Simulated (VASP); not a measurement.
# Tl3Zn (Fm-3m) in VASP: single point with LDA

Aim: the single point of Tl3Zn with LDA.

All numbers are computed with VASP 6.6.1; they aren't measurements. Logs are shortened: lines on timing, memory, paths and dates and some standing lists are left out, and cuts for length are marked.

## (1) The crystal as given

It takes space group Fm-3m (No. 225, cubic). Conventional cell: a = 7.662 Å, b = 7.662 Å, c = 7.662 Å, α = 90.00°, β = 90.00°, γ = 90.00°. Zn (site symmetry m-3m) is surrounded by 8 Tl at 3.32 Å. Around Tl (site symmetry m-3m) lie 8 Tl at 3.32 Å. Tl (site symmetry -43m) has 4 Zn at 3.32 Å and 4 Tl at 3.32 Å as nearest neighbours.

The cell comes from a database or a generator and needn't be the stable form of this composition.

## (2) Single point, LDA, collinear spin, zero start

The input, INCAR:

```
PREC     = Accurate       # precision mode
ENCUT    = 520            # plane-wave cutoff, eV
EDIFF    = 1E-7           # SCF threshold, eV
ISMEAR   = -1             # smearing method
SIGMA    = 0.3            # smearing width, eV
LREAL    = False          # projectors in reciprocal space
LASPH    = True           # aspherical terms in the spheres
NELM     = 150            # most SCF steps
ALGO     = Normal         # electronic algorithm
ISIF     = 2              # what is computed and relaxed
LWAVE    = False          # write WAVECAR
LCHARG   = False          # write CHGCAR
ISPIN    = 2              # spin polarisation
MAGMOM   = 0 0 0 0        # initial moments
LORBIT   = 11             # projections on sites
GGA      = CA             # functional
NBANDS   = 38             # bands
```

The input, KPOINTS:

```
regular mesh
0
Gamma
  4 4 4
```

The input, POSCAR:

```
Tl3Zn
1.0
    0.0000000000      3.8311260000      3.8311260000
    3.8311260000      0.0000000000      3.8311260000
    3.8311260000      3.8311260000      0.0000000000
Zn Tl
1 3
Direct
    0.0000000000      0.0000000000      0.0000000000
    0.5000000000      0.5000000000      0.5000000000
    0.2500000000      0.2500000000      0.2500000000
    0.7500000000      0.7500000000      0.7500000000
```

Potentials or basis: VASP PAW LDA potentials, release 64 (Zn, Tl_d).

On the command line:

```
$ cat potpaw_LDA.64/Zn/POTCAR potpaw_LDA.64/Tl_d/POTCAR > POTCAR
$ mpirun -np 1 vasp_std > vasp.out
```

OUTCAR:

```text
PREC = Accurate
   ENCUT = 520
   EDIFF = 1E-7
   ISMEAR = -1
   LREAL = False
   LASPH = True
   NELM = 150
   ISIF = 2
   ISPIN = 2
   LORBIT = 11
   GGA = CA

 ion  position               nearest neighbor table
   1  0.000  0.000  0.000-   3 3.32   4 3.32   4 3.32   4 3.32   4 3.32   3 3.32   3 3.32   3 3.32

   2  0.500  0.500  0.500-   3 3.32   4 3.32   3 3.32   3 3.32   3 3.32   4 3.32   4 3.32   4 3.32

   3  0.250  0.250  0.250-   1 3.32   2 3.32   1 3.32   1 3.32   1 3.32   2 3.32   2 3.32   2 3.32
                             4 3.83   4 3.83   4 3.83   4 3.83   4 3.83   4 3.83
   4  0.750  0.750  0.750-   1 3.32   2 3.32   2 3.32   2 3.32   2 3.32   1 3.32   1 3.32   1 3.32
                             3 3.83   3 3.83   3 3.83   3 3.83   3 3.83   3 3.83

  LATTYP: Found a face centered cubic cell.
 ALAT       =     7.6622520000

  Lattice vectors:

 A1 = (   0.0000000000,   3.8311260000,   3.8311260000)
 A2 = (   3.8311260000,   0.0000000000,   3.8311260000)
 A3 = (   3.8311260000,   3.8311260000,   0.0000000000)

Analysis of symmetry for initial positions (statically):
=====================================================================
 Subroutine PRICEL returns:
 Original cell was already a primitive cell.

 Routine SETGRP: Setting up the symmetry group for a
 face centered cubic supercell.

 Subroutine GETGRP returns: Found 48 space group operations
 (whereof 48 operations were pure point group operations)
 out of a pool of 48 trial point group operations.

The static configuration has the point symmetry O_h .

Analysis of symmetry for dynamics (positions and initial velocities):
=====================================================================
 Subroutine PRICEL returns:
 Original cell was already a primitive cell.

 Routine SETGRP: Setting up the symmetry group for a
 face centered cubic supercell.

 Subroutine GETGRP returns: Found 48 space group operations
 (whereof 48 operations were pure point group operations)
 out of a pool of 48 trial point group operations.

The dynamic configuration has the point symmetry O_h .

Analysis of structural, dynamic, and magnetic symmetry:
=====================================================================
 Subroutine PRICEL returns:
 Original cell was already a primitive cell.

 Routine SETGRP: Setting up the symmetry group for a
 face centered cubic supercell.

 Subroutine GETGRP returns: Found 48 space group operations
 (whereof 48 operations were pure point group operations)
 out of a pool of 48 trial point group operations.

The overall configuration has the point symmetry O_h .

 Subroutine INISYM returns: Found 48 space group operations
 (whereof 48 operations are pure point group operations),
 and found     1 'primitive' translations

----------------------------------------------------------------------------------------

                                     Primitive cell

  volume of cell :     112.4629

  direct lattice vectors                    reciprocal lattice vectors
     0.000000000  3.831126000  3.831126000    -0.130509934  0.130509934  0.130509934
     3.831126000  0.000000000  3.831126000     0.130509934 -0.130509934  0.130509934
     3.831126000  3.831126000  0.000000000     0.130509934  0.130509934 -0.130509934

  length of vectors
     5.418030348  5.418030348  5.418030348     0.226049836  0.226049836  0.226049836

  position of ions in fractional coordinates (direct lattice)
     0.000000000  0.000000000  0.000000000
     0.500000000  0.500000000  0.500000000
     0.250000000  0.250000000  0.250000000
     0.750000000  0.750000000  0.750000000

  ion indices of the primitive-cell ions
   primitive index   ion index
                 1           1
                 2           2
                 3           3
                 4           4

----------------------------------------------------------------------------------------

 KPOINTS: regular mesh

Automatic generation of k-mesh.
 Grid dimensions read from file:
 generate k-points for:    4    4    4

 Generating k-lattice:

  Cartesian coordinates                     Fractional coordinates (reciprocal lattice)
    -0.032627483  0.032627483  0.032627483     0.250000000  0.000000000  0.000000000
     0.032627483 -0.032627483  0.032627483     0.000000000  0.250000000  0.000000000
     0.032627483  0.032627483 -0.032627483     0.000000000  0.000000000  0.250000000

  Length of vectors
     0.056512459  0.056512459  0.056512459

  Shift w.r.t. Gamma in fractional coordinates (k-lattice)
     0.000000000  0.000000000  0.000000000

 Subroutine IBZKPT returns following result:
 ===========================================

 Found      8 irreducible k-points:

 Following reciprocal coordinates:
            Coordinates               Weight
  0.000000  0.000000  0.000000      1.000000
  0.250000  0.000000  0.000000      8.000000
  0.500000  0.000000  0.000000      4.000000
  0.250000  0.250000  0.000000      6.000000
  0.500000  0.250000  0.000000     24.000000
 -0.250000  0.250000  0.000000     12.000000
  0.500000  0.500000  0.000000      3.000000
 -0.250000  0.500000  0.250000      6.000000
   k-points           NKPTS =      8   k-points in BZ     NKDIM =      8   number of bands    NBANDS=     38
   number of dos      NEDOS =    301   number of ions     NIONS =      4
   total plane-waves  NPLWV =  64000
   dimension x,y,z NGX =    40 NGY =   40 NGZ =   40
   dimension x,y,z NGXF=    80 NGYF=   80 NGZF=   80
   ions per type =               1   3
   NGX,Y,Z   is equivalent  to a cutoff of  12.27, 12.27, 12.27 a.u.
   NGXF,Y,Z  is equivalent  to a cutoff of  24.55, 24.55, 24.55 a.u.
 SYSTEM =  unknown system
   PREC   = accura    normal or accurate (medium, high low for compatibility)
   ISTART =      0    job   : 0-new  1-cont  2-samecut
   ICHARG =      2    charge: 1-file 2-atom 10-const
   ISPIN  =      2    spin polarized calculation?
   LNONCOLLINEAR =      F non collinear calculations
   LSORBIT =      F    spin-orbit coupling
   LASPH  =      T    aspherical Exc in radial PAW
   ENCUT  =  520.0 eV  38.22 Ry    6.18 a.u.  10.07 10.07 10.07*2*pi/ulx,y,z
   NELM   =    150;   NELMIN=  2; NELMDL= -5     # of ELM steps
   EDIFF  = 0.1E-06   stopping-criterion for ELM
   LREAL  =      F    real-space projection
   EDIFFG = 0.1E-05   stopping-criterion for IOM
   NSW    =      0    number of steps for IOM
   IBRION =     -1    ionic relax: 0-MD 1-quasi-New 2-CG
   NFREE  =      0    steps in history (QN), initial steepest desc. (CG)
   ISIF   =      2    stress and relaxation
   ISYM   =      2    0-nonsym 1-usesym 2-fastsym
   POTIM  = 0.5000    time-step for ionic-motion
   TEBEG  =    0.0;   TEEND  =   0.0 temperature during run
   PSTRESS=    0.0 pullay stress
   NELECT =      51.0000    total number of electrons
   NUPDOWN=      -1.0000    fix difference up-down
   EMIN   =  10.00;   EMAX   =-10.00  energy-range for DOS
   EFERMI =   0.00;   METHOD = LEGACY
   ISMEAR =    -1;   SIGMA  =   0.30  broadening in eV -4-tet -1-fermi 0-gaus
   EFERMI_NEDOS =   21; number of points for ismear=-14 and -15
   IALGO  =     38    algorithm
   IMIX   =      4    mixing-type and parameters
     AMIX     =   0.40;   BMIX     =  1.00
     AMIX_MAG =   1.60;   BMIX_MAG =  1.00
  volume/ion in A,a.u.               =      28.12       189.73
  Fermi-wavevector in a.u.,A,eV,Ry     =   1.257752  2.376807 21.523612  1.581941
  Thomas-Fermi vector in A             =   2.391396
   LORBIT       =     11    0 simple, 1 ext, 2 COOP (PROOUT), +10 PAW based schemes
   GGA     = CA    functional components
   LHFCALC =     F    Hartree Fock is set to
   AEXX    =    0.0000 exact exchange contribution
   IVDW    =     0    specifies the selected vdW correction
   LEPSILON=     F    determine dielectric tensor
   LRPA    =     F    only Hartree local field effects (RPA)
 spin polarized calculation
  energy-cutoff  :      520.00
  volume of cell :      112.46
 maximum number of plane-waves:      3042
   NGX = 21   NGY = 21   NGZ = 21

 number of electron      50.9999999 magnetization      -0.0000024

 number of electron      50.9999999 magnetization       0.0000044

 Free energy of the ion-electron system (eV)
  ---------------------------------------------------
  ext. energy  EPLUGINS =         0.00000000
  ---------------------------------------------------
  free energy    TOTEN  =        -9.97350461 eV

  energy without entropy =       -9.24282277  energy(sigma->0) =       -9.60816369

 E-fermi :   4.9236     XC(G=0): -10.2068

 val. band max:        4.8026521294   @ k =   0.0000   0.0000   0.0000
 cond. band min:       5.0932113783   @ k =  -0.2500   0.2500   0.0000
 fundamental gap:      0.2905592489
 Fermi energy:         4.9235889071

 spin component 1

 k-point     1 :       0.0000    0.0000    0.0000
  band No.  band energies     occupation
      1      -6.9010      1.00000
      2      -6.9010      1.00000
      3      -6.8291      1.00000
      4      -6.8291      1.00000
      5      -6.8291      1.00000
      6      -6.6738      1.00000
[... 309 lines left out ...]
     36      11.6216      0.00000
     37      16.1413      0.00000
 Fermi energy:         4.9235889071

 spin component 2

 k-point     1 :       0.0000    0.0000    0.0000
  band No.  band energies     occupation
      1      -6.9010      1.00000
      2      -6.9010      1.00000
      3      -6.8291      1.00000
      4      -6.8291      1.00000
      5      -6.8291      1.00000
      6      -6.6738      1.00000
[... 309 lines left out ...]
     36      11.6216      0.00000
     37      16.1413      0.00000
 [bands above 37 left out]

------------------------ aborting loop because EDIFF is reached ----------------------------------------

  FORCE on cell =-STRESS in cart. coord.  units (eV):
  Direction    XX          YY          ZZ          XY          YZ          ZX
  --------------------------------------------------------------------------------------
  -------------------------------------------------------------------------------------
  Total       -2.5488008     -2.5488008     -2.5488008      0.0000000     -0.0000000     -0.0000000
  in kB      -36.3109131    -36.3109131    -36.3109131      0.0000000     -0.0000000     -0.0000000
  external PRESSURE =     -36.3109131 kB  Pullay stress =       0.0000000 kB

 VOLUME and BASIS-vectors are now :
 -----------------------------------------------------------------------------
  energy-cutoff  :      520.00
  volume of cell :      112.46
      direct lattice vectors                 reciprocal lattice vectors
     0.000000000  3.831126000  3.831126000    -0.130509934  0.130509934  0.130509934
     3.831126000  0.000000000  3.831126000     0.130509934 -0.130509934  0.130509934
     3.831126000  3.831126000  0.000000000     0.130509934  0.130509934 -0.130509934

 POSITION                                       TOTAL-FORCE (eV/Angst)
 -----------------------------------------------------------------------------------
      0.00000      0.00000      0.00000        -0.000000     -0.000000     -0.000000
      3.83113      3.83113      3.83113        -0.000000     -0.000000     -0.000000
      1.91556      1.91556      1.91556        -0.000000      0.000000      0.000000
      5.74669      5.74669      5.74669         0.000000     -0.000000     -0.000000
 -----------------------------------------------------------------------------------
    total drift:                               -0.000000      0.000000      0.000000

  FREE ENERGIE OF THE ION-ELECTRON SYSTEM (eV)
  ---------------------------------------------------
  free  energy   TOTEN  =        -9.9735046134 eV

  energy  without entropy=       -9.2428227735  energy(sigma->0) =       -9.60816369

 total charge

# of ion       s       p       d       tot
------------------------------------------
    1        0.705   0.172   9.730  10.607
    2        1.172   0.398   9.634  11.204
    3        1.181   0.375   9.635  11.191
    4        1.181   0.375   9.635  11.191
--------------------------------------------------
tot          4.239   1.320  38.634  44.192

 magnetization (x)

# of ion       s       p       d       tot
------------------------------------------
    1        0.000  -0.000  -0.000   0.000
    2        0.000   0.000   0.000   0.000
    3        0.000  -0.000   0.000   0.000
    4        0.000  -0.000   0.000   0.000
--------------------------------------------------
tot          0.000  -0.000   0.000   0.000
```

Wall time 29 s (1 thread of Intel Xeon Platinum 8559C (Emerald Rapids), shared host); peak memory 0.24 GiB.

Results:

```
Free energy                                           : -9.9735 eV
Pressure                                              : -3.6 GPa
Band gap on the k mesh                                : none (metal or under the smearing width)
Net moment                                            : 0.00 μB per cell
Valence electrons inside the program's atomic spheres : Zn 10.61; Tl 11.20, 11.19
```

Levels at points of the mesh, in eV from the Fermi level:
Spin up:
| k point | band 23 | band 24 | band 25 | band 26 | band 27 | band 28 |
| --- | --- | --- | --- | --- | --- | --- |
| (0.00, 0.00, 0.00) | -3.16 | -0.12 | 0.67 | 0.67 | 0.67 | 1.01 |
| (0.50, 0.00, 0.00) | -3.99 | -2.28 | -0.33 | -0.33 | 0.28 | 0.28 |
| (0.50, 0.50, 0.00) | -5.03 | -3.16 | -2.49 | -2.49 | 4.13 | 4.31 |
Spin down:
| k point | band 21 | band 22 | band 23 | band 24 | band 25 | band 26 | band 27 | band 28 | band 29 | band 30 |
| --- | --- | --- | --- | --- | --- | --- | --- | --- | --- | --- |
| (0.00, 0.00, 0.00) | -7.03 | -4.19 | -3.16 | -0.12 | 0.67 | 0.67 | 0.67 | 1.01 | 1.01 | 1.01 |
| (0.50, 0.00, 0.00) | -7.03 | -6.73 | -3.99 | -2.28 | -0.33 | -0.33 | 0.28 | 0.28 | 3.11 | 3.11 |
| (0.50, 0.50, 0.00) | -7.03 | -6.54 | -5.03 | -3.16 | -2.49 | -2.49 | 4.13 | 4.31 | 4.87 | 4.87 |
